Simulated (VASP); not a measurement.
# BeAs2 (F-43m) in VASP: a series of runs, part 2 of 2

VASP 6.6.1.

## 3. Single point, PBE (random cell by space group and Wyckoff sites (F-43m, No. 216))

INCAR

```
PREC = Accurate
ENCUT = 520
EDIFF = 1E-6
ISMEAR = 0
SIGMA = 0.1
LREAL = False
LASPH = True
NELM = 60
ALGO = Fast
ISIF = 2
LWAVE = False
LCHARG = False
GGA = PE
NBANDS = 13
```

KPOINTS

```
regular mesh
0
Gamma
  6 6 6
```

POSCAR

```
BeAs2
1.0
    0.0000000000      3.0669347897      3.0669347897
    3.0669347897      0.0000000000      3.0669347897
    3.0669347897      3.0669347897      0.0000000000
Be As
1 2
Direct
    0.7500000000      0.7500000000      0.7500000000
    0.2500000000      0.2500000000      0.2500000000
    0.0000000000      0.0000000000      0.0000000000
```

Potentials or basis: VASP PAW PBE potentials, release 64 (Be, As).

On the command line:

```
$ cat potpaw_PBE.64/Be/POTCAR potpaw_PBE.64/As/POTCAR > POTCAR
$ mpirun -np 1 vasp_std > vasp.out
```

OUTCAR:

```text
PREC = Accurate
   ENCUT = 520
   EDIFF = 1E-6
   ISMEAR = 0
   LREAL = False
   LASPH = True
   NELM = 60
   ISIF = 2
   GGA = PE

 ion  position               nearest neighbor table
   1  0.750  0.750  0.750-
   2  0.250  0.250  0.250-   3 2.66   3 2.66   3 2.66   3 2.66
   3  0.000  0.000  0.000-   2 2.66   2 2.66   2 2.66   2 2.66

  LATTYP: Found a face centered cubic cell.
 ALAT       =     6.1338695794

  Lattice vectors:

 A1 = (   0.0000000000,   3.0669347897,   3.0669347897)
 A2 = (   3.0669347897,   0.0000000000,   3.0669347897)
 A3 = (   3.0669347897,   3.0669347897,   0.0000000000)

Analysis of symmetry for initial positions (statically):
=====================================================================
 Subroutine PRICEL returns:
 Original cell was already a primitive cell.

 Routine SETGRP: Setting up the symmetry group for a
 face centered cubic supercell.

 Subroutine GETGRP returns: Found 24 space group operations
 (whereof 24 operations were pure point group operations)
 out of a pool of 48 trial point group operations.

The static configuration has the point symmetry T_d .

Analysis of symmetry for dynamics (positions and initial velocities):
=====================================================================
 Subroutine PRICEL returns:
 Original cell was already a primitive cell.

 Routine SETGRP: Setting up the symmetry group for a
 face centered cubic supercell.

 Subroutine GETGRP returns: Found 24 space group operations
 (whereof 24 operations were pure point group operations)
 out of a pool of 48 trial point group operations.

The dynamic configuration has the point symmetry T_d .

 Subroutine INISYM returns: Found 24 space group operations
 (whereof 24 operations are pure point group operations),
 and found     1 'primitive' translations

----------------------------------------------------------------------------------------

                                     Primitive cell
[... 115 lines left out ...]
 non-spin polarized calculation
 RMM-DIIS sequential band-by-band and
 Gauss-broadening in eV      SIGMA  =   0.10
  energy-cutoff  :      520.00
  volume of cell :       57.70
 maximum number of plane-waves:      1588
   NGX = 17   NGY = 17   NGZ = 17

 number of electron      11.9999997 magnetization

 Free energy of the ion-electron system (eV)
  ---------------------------------------------------
  ext. energy  EPLUGINS =         0.00000000
  ---------------------------------------------------
  free energy    TOTEN  =       -11.09335704 eV

  energy without entropy =      -11.08374263  energy(sigma->0) =      -11.08854984

 E-fermi :   4.6119     XC(G=0):  -9.6175

 val. band max:        4.5987793375   @ k =   0.3333   0.0000   0.0000
 cond. band min:       4.6930346656   @ k =  -0.3333   0.1667   0.0000
 fundamental gap:      0.0942553281
 Fermi energy:         4.6118784126

 k-point     1 :       0.0000    0.0000    0.0000
  band No.  band energies     occupation
      1      -9.5292      2.00000
      2      -1.6735      2.00000
      3       2.1833      2.00000
      4       2.1833      2.00000
      5       2.1833      2.00000
      6       3.7134      2.00000
      7       3.7134      2.00000
      8       3.7134      2.00000
      9       5.4044      0.00000
     10       9.1589      0.00000
     11       9.1589      0.00000
     12       9.1589      0.00000
     13      11.1400      0.00000
[... 226 lines left out ...]
  band No.  band energies     occupation
      1      -6.7948      2.00000
      2      -6.5446      2.00000
      3      -1.1242      2.00000
      4      -0.7698      2.00000
      5       2.8135      2.00000
      6       4.2133      2.00000
      7       6.0916      0.00000
      8       7.6400      0.00000
      9       9.3189      0.00000
     10      10.3249      0.00000
     11      10.4944      0.00000
     12      10.8322      0.00000
     13      14.0207      0.00000

------------------------ aborting loop because EDIFF is reached ----------------------------------------

  FORCE on cell =-STRESS in cart. coord.  units (eV):
  Direction    XX          YY          ZZ          XY          YZ          ZX
  --------------------------------------------------------------------------------------
  -------------------------------------------------------------------------------------
  Total        0.1014580      0.1014580      0.1014580      0.0000000     -0.0000000     -0.0000000
  in kB        2.8174314      2.8174314      2.8174314      0.0000000     -0.0000000     -0.0000000
  external PRESSURE =       2.8174314 kB  Pullay stress =       0.0000000 kB

 VOLUME and BASIS-vectors are now :
 -----------------------------------------------------------------------------
  energy-cutoff  :      520.00
  volume of cell :       57.70
      direct lattice vectors                 reciprocal lattice vectors
     0.000000000  3.066934790  3.066934790    -0.163029224  0.163029224  0.163029224
     3.066934790  0.000000000  3.066934790     0.163029224 -0.163029224  0.163029224
     3.066934790  3.066934790  0.000000000     0.163029224  0.163029224 -0.163029224

 POSITION                                       TOTAL-FORCE (eV/Angst)
 -----------------------------------------------------------------------------------
      4.60040      4.60040      4.60040        -0.000000     -0.000000     -0.000000
      1.53347      1.53347      1.53347         0.000000      0.000000      0.000000
      0.00000      0.00000      0.00000        -0.000000     -0.000000     -0.000000
 -----------------------------------------------------------------------------------
    total drift:                                0.000000      0.000000      0.000000

  FREE ENERGIE OF THE ION-ELECTRON SYSTEM (eV)
  ---------------------------------------------------
  free  energy   TOTEN  =       -11.0933570418 eV

  energy  without entropy=      -11.0837426304  energy(sigma->0) =      -11.08854984
```

OSZICAR:

```text
N       E                     dE             d eps       ncg     rms          rms(c)
DAV:   1     0.273190108174E+02    0.27319E+02   -0.49184E+03   416   0.776E+02
DAV:   2    -0.911509958528E+01   -0.36434E+02   -0.34472E+02   541   0.123E+02
DAV:   3    -0.110930553604E+02   -0.19780E+01   -0.19426E+01   549   0.263E+01
DAV:   4    -0.111089678296E+02   -0.15912E-01   -0.15905E-01   446   0.276E+00
DAV:   5    -0.111090445791E+02   -0.76750E-04   -0.76748E-04   521   0.203E-01    0.369E+00
RMM:   6    -0.110961793047E+02    0.12865E-01   -0.76953E-03   418   0.433E-01    0.220E+00
RMM:   7    -0.110933828514E+02    0.27965E-02   -0.66452E-03   434   0.510E-01    0.193E-01
RMM:   8    -0.110932927984E+02    0.90053E-04   -0.77185E-04   452   0.181E-01    0.558E-02
RMM:   9    -0.110933534957E+02   -0.60697E-04   -0.11848E-04   473   0.770E-02    0.143E-02
RMM:  10    -0.110933564404E+02   -0.29447E-05   -0.12104E-05   488   0.264E-02    0.280E-03
RMM:  11    -0.110933570418E+02   -0.60142E-06   -0.21110E-06   409   0.107E-02
   1 F= -.11093357E+02 E0= -.11088550E+02  d E =-.961441E-02
```

Wall time 6 s (1 thread of Intel Xeon 6975P-C (Granite Rapids), shared host); peak memory 0.17 GiB.

Results:

| Property | Result |
| --- | --- |
| Free energy | -11.0934 eV |
| Pressure | 0.3 GPa |
| Band gap on the k mesh | none (metal or under the smearing width) |

Levels at points of the mesh, in eV from the Fermi level:
```csv
k point,band 4,band 5,band 6,band 7,band 8,band 9
"(0.00, 0.00, 0.00)",-2.43,-2.43,-0.90,-0.90,-0.90,0.79
"(0.50, 0.00, 0.00)",-3.57,-3.57,-0.05,-0.05,2.30,3.92
"(0.50, 0.50, 0.00)",-5.01,-3.50,-1.65,4.01,4.01,5.02
```

## 4. Relaxation of cell and atoms, PBE (random cell by space group and Wyckoff sites (F-43m, No. 216))

INCAR

```
SYSTEM = BeAs2
ALGO     = Fast           ! electronic algorithm
EDIFF    = 1E-6           ! SCF threshold, eV
EDIFFG   = -0.04          ! ionic threshold
ENCUT    = 600            ! plane-wave cutoff, eV
GGA      = PE             ! functional
IBRION   = 2              ! ionic algorithm
ISIF     = 3              ! what is computed and relaxed
ISMEAR   = 0              ! smearing method
LASPH    = .TRUE.         ! aspherical terms in the spheres
LCHARG   = .FALSE.        ! write CHGCAR
LREAL    = .FALSE.        ! projectors in reciprocal space
LWAVE    = .FALSE.        ! write WAVECAR
NELM     = 100            ! most SCF steps
NSW      = 90             ! ionic steps
PREC     = Accurate       ! precision mode
SIGMA    = 0.1            ! smearing width, eV
```

KPOINTS

```
k-points
0
G
  6 6 6
  0 0 0
```

POSCAR

```
BeAs2
1.0
    0.0000000000      3.2241101600      3.2241101600
    3.2241101600      0.0000000000      3.2241101600
    3.2241101600      3.2241101600      0.0000000000
Be As
1 2
Direct
    0.7500000000      0.7500000000      0.7500000000
    0.2500000000      0.2500000000      0.2500000000
    0.0000000000      0.0000000000      0.0000000000
```

On the command line:

```
$ cat potpaw_PBE.64/Be/POTCAR potpaw_PBE.64/As/POTCAR > POTCAR
$ mpirun -np 1 vasp_std > vasp.out
```

It took 17 s on 1 thread of Intel Xeon 6975P-C (Granite Rapids), shared host; peak memory 0.21 GiB.

Results (log left out):

```yaml
Free_energy: -11.0939 eV
Relaxed_volume: 19.32 Å³/atom
Relaxed_cell: a = 4.344 Å, b = 4.344 Å, c = 4.344 Å, α = 60.00°, β = 60.00°, γ = 60.00°
Space_group_after_relaxing_to_0.05_Å: F-43m (No. 216)
Energy_gained_by_relaxing: 71.5 meV/atom
Ionic_steps: 3
Pressure_after_relaxing: 0.0 GPa
Band_gap_on_the_k_mesh: none (metal or under the smearing width)
```

Step by step:
| step | energy change (eV) | largest force (eV/Å) | pressure (GPa) | volume (Å³) |
| --- | --- | --- | --- | --- |
| 1 | 0.0000 | 0.0000 | -6.69 | 67.03 |
| 2 | -0.2138 | 0.0000 | -0.47 | 58.38 |
| 3 | -0.2144 | 0.0000 | 0.00 | 57.95 |

Final structure:
```
Be As
1.0
     0.00000    3.07142    3.07142
     3.07142    0.00000    3.07142
     3.07142    3.07142    0.00000
Be As
1 2
Cartesian
  4.6071 4.6071 4.6071
  1.5357 1.5357 1.5357
  0.0000 0.0000 0.0000
```

Levels at points of the mesh, in eV from the Fermi level:
```tsv
k point	band 2	band 3	band 4	band 5	band 6	band 7	band 8	band 9	band 10
(0.00, 0.00, 0.00)	-6.31	-2.42	-2.42	-2.42	-0.89	-0.89	-0.89	0.77	4.54
(0.50, 0.00, 0.00)	-9.92	-4.22	-3.56	-3.56	-0.05	-0.05	2.29	3.89	5.46
(0.50, 0.50, 0.00)	-11.17	-4.99	-4.99	-3.50	-1.64	3.99	3.99	4.99	5.77
```
